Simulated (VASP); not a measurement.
Set up this calculation in VASP 6.6.1, as the native input.

| Item | Value |
| --- | --- |
| Task | single point |
| Functional | PBEsol |
| Potentials or basis | VASP PAW PBE potentials, release 64 (Ge_d, Si, S) |
| Cutoff | 520 eV |
| k mesh | 4 × 4 × 4 |
| Occupations | gaussian, width 0.05 eV |
| Spin | no spin polarisation |
| Dipole correction | no |
| Further INCAR settings | ALGO = Normal; EDIFF = 1e-06; NBANDS = 26 |

The structure of SiGeS3 lies in POSCAR:

```
SiGeS3
1.0
    4.4710902400      0.0000000000      0.0000000000
    0.0000000000      4.4710902400      0.0000000000
    0.0000000000      0.0000000000      4.4710902400
Ge Si S
1 1 3
Direct
    0.0000000000      0.0000000000      0.0000000000
    0.5000000000      0.5000000000      0.5000000000
    0.5000000000      0.5000000000      0.0000000000
    0.5000000000      0.0000000000      0.5000000000
    0.0000000000      0.5000000000      0.5000000000
```

The cell comes from a database or a generator and needn't be the stable form of this composition.

One way to write it, as run:

INCAR

```
PREC = Accurate ; ENCUT = 520
EDIFF = 1E-6 ; ISMEAR = 0
SIGMA = 0.05 ; LREAL = False
LASPH = True ; NELM = 100
ALGO = Normal ; ISIF = 2
LWAVE = False ; LCHARG = True
GGA = PS ; LELF = True
LVHAR = True ; NBANDS = 26
```

KPOINTS

```
regular mesh
0
Gamma
  4 4 4
```

Potentials or basis: VASP PAW PBE potentials, release 64 (Ge_d, Si, S).

Launch:

```console
$ cat potpaw_PBE.64/Ge_d/POTCAR potpaw_PBE.64/Si/POTCAR potpaw_PBE.64/S/POTCAR > POTCAR
$ mpirun -np 1 vasp_std > vasp.out
```

Results of the run:

```yaml
Pressure: -0.3 GPa
Band_gap_on_the_k_mesh: none (metal or under the smearing width)
```

Caveat: the PAW data sets were made with another functional, which shifts forces and pressure a little.

Run time: 12 s on 1 thread of Intel(R) Xeon(R) 6975P-C (Granite Rapids), with other jobs on the host, peak memory 0.2 GiB.
